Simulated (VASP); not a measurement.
Computed with PBE GGA, VASP's PBE PAW potentials (set 64) (plane waves; VASP).

A VASP calculation is set up with these files.

File POSCAR:
```
LiTc3
1
    3.7588700000     0.0000000000     0.0000000000
    0.0000000000     3.7588700000     0.0000000000
    0.0000000000     0.0000000000     3.7588700000
Tc Li
3 1
Direct
  0.0000000000   0.5000000000   0.5000000000
  0.5000000000   0.5000000000   0.0000000000
  0.5000000000   0.0000000000   0.5000000000
  0.0000000000   0.0000000000   0.0000000000
```

### INCAR
```
! general
SYSTEM  = LiTc3
PREC    = Accurate
ENCUT   = 400
LREAL   = .FALSE.
LASPH   = .TRUE.

! electronic loop
EDIFF   = 1E-6
NELM    = 100
ALGO    = Normal
LMAXMIX = 4

! smearing
ISMEAR  = 0
SIGMA   = 0.1

! functional
GGA     = PE

! ions
ISIF    = 2

! output
LWAVE   = .FALSE.
LCHARG  = .FALSE.
```

**KPOINTS**
```
K-points
0
Gamma
  5 5 5
```

POTCAR, in this order: Tc_pv Li_sv (PBE.64 set). Program: vasp_std.

Output

### OSZICAR
```
       N       E                     dE             d eps       ncg     rms          rms(c)
DAV:   1     0.484591862846E+03    0.48459E+03   -0.21627E+04   516   0.144E+03
DAV:   2    -0.138484405542E+02   -0.49844E+03   -0.49297E+03   548   0.454E+02
DAV:   3    -0.334289102490E+02   -0.19580E+02   -0.19238E+02   685   0.940E+01
DAV:   4    -0.342291507323E+02   -0.80024E+00   -0.79952E+00   788   0.173E+01
DAV:   5    -0.342372989033E+02   -0.81482E-02   -0.81409E-02   631   0.173E+00    0.286E+01
DAV:   6    -0.315696807058E+02    0.26676E+01   -0.94801E+00   562   0.221E+01    0.730E+00
DAV:   7    -0.314598743863E+02    0.10981E+00   -0.10909E+00   690   0.595E+00    0.163E+00
DAV:   8    -0.314413064039E+02    0.18568E-01   -0.65415E-02   573   0.183E+00    0.121E+00
DAV:   9    -0.314382016335E+02    0.31048E-02   -0.59301E-03   898   0.457E-01    0.812E-02
DAV:  10    -0.314382621696E+02   -0.60536E-04   -0.29691E-04   558   0.124E-01    0.264E-02
DAV:  11    -0.314382650000E+02   -0.28304E-05   -0.34242E-05   677   0.367E-02    0.996E-03
DAV:  12    -0.314382606805E+02    0.43196E-05   -0.17614E-06   506   0.113E-02    0.193E-03
DAV:  13    -0.314382606344E+02    0.46100E-07   -0.19034E-07   294   0.305E-03
   1 F= -.31438261E+02 E0= -.31420641E+02  d E =-.352396E-01
```

File OUTCAR:
```
------------------------ aborting loop because EDIFF is reached ----------------------------------------
  FORCE on cell =-STRESS in cart. coord.  units (eV):
  Direction    XX          YY          ZZ          XY          YZ          ZX
  --------------------------------------------------------------------------------------
  Total        1.3500584      1.3500584      1.3500584     -0.0000000     -0.0000000      0.0000000
  in kB       40.7278253     40.7278253     40.7278253     -0.0000000     -0.0000000      0.0000000
  external PRESSURE =      40.7278253 kB  Pullay stress =       0.0000000 kB
  volume of cell :       53.11
      direct lattice vectors                 reciprocal lattice vectors
     3.758870000  0.000000000  0.000000000     0.266037400  0.000000000  0.000000000
     0.000000000  3.758870000  0.000000000     0.000000000  0.266037400  0.000000000
     0.000000000  0.000000000  3.758870000     0.000000000  0.000000000  0.266037400
 POSITION                                       TOTAL-FORCE (eV/Angst)
 -----------------------------------------------------------------------------------
      0.00000      1.87943      1.87943         0.000000      0.000000      0.000000
      1.87943      1.87943      0.00000         0.000000      0.000000      0.000000
      1.87943      0.00000      1.87943         0.000000      0.000000      0.000000
      0.00000      0.00000      0.00000         0.000000      0.000000      0.000000
 -----------------------------------------------------------------------------------
    total drift:                                0.000000      0.000000      0.000000
  FREE ENERGIE OF THE ION-ELECTRON SYSTEM (eV)
  ---------------------------------------------------
  free  energy   TOTEN  =       -31.4382606344 eV

  energy  without entropy=      -31.4030210698  energy(sigma->0) =      -31.42064085
```
(Selected blocks of OUTCAR.)

OUTCAR:
```
 val. band max:       10.9401120749   @ k =   0.4000   0.2000   0.2000

 cond. band min:      10.9841237018   @ k =   0.4000   0.4000   0.2000


 Fermi energy:        10.9634718138

 k-point     1 :       0.0000    0.0000    0.0000
  band No.  band energies     occupation
      1     -33.5733      2.00000
      2     -28.6086      2.00000
      3     -28.6086      2.00000
      4     -28.6086      2.00000
      5     -27.9099      2.00000
      6     -27.9099      2.00000
      7     -27.9099      2.00000
      8     -27.5516      2.00000
      9     -27.5516      2.00000
     10     -27.5516      2.00000
     11       3.7664      2.00000
     12       4.9280      2.00000
     13       6.2835      2.00000
     14       6.2835      2.00000
     15       6.2835      2.00000
     16       6.6483      2.00000
     17       6.6483      2.00000
     18      11.0115      0.49729
     19      11.0115      0.49729
     20      11.0115      0.49729
     21      12.7699      0.00000
     22      12.7699      0.00000
     23      14.1360      0.00000
     24      14.2574      0.00000
     25      14.2574      0.00000

 k-point     2 :       0.2000    0.0000    0.0000
  band No.  band energies     occupation
      1     -33.5746      2.00000
      2     -28.5540      2.00000
      3     -28.5540      2.00000
      4     -28.5189      2.00000
      5     -27.9319      2.00000
      6     -27.9319      2.00000
      7     -27.9183      2.00000
      8     -27.6638      2.00000
      9     -27.5910      2.00000
     10     -27.5910      2.00000
     11       4.2835      2.00000
     12       5.2996      2.00000
     13       6.4337      2.00000
     14       6.6480      2.00000
     15       6.6480      2.00000
     16       6.6988      2.00000
     17       7.1526      2.00000
     18      10.4995      2.00000
     19      10.4995      2.00000
     20      10.6907      1.99989
     21      11.9821      0.00000
     22      12.7721      0.00000
     23      12.7765      0.00000
...
```

At this cut-off the stress carries a Pulay error, which pulls relaxed volumes low.

The structure was generated: LiTc3 was put into an ordered model structure, which need not be its known phase. The cell was not relaxed at this level. The k-mesh is coarse (spacing up to 0.33 per Å, 2π included), so the numbers may not be converged in it. The run is one of a series of settings (KPOINTS 5×5×5 Γ-centred mesh against the base run), some of them coarse on purpose.
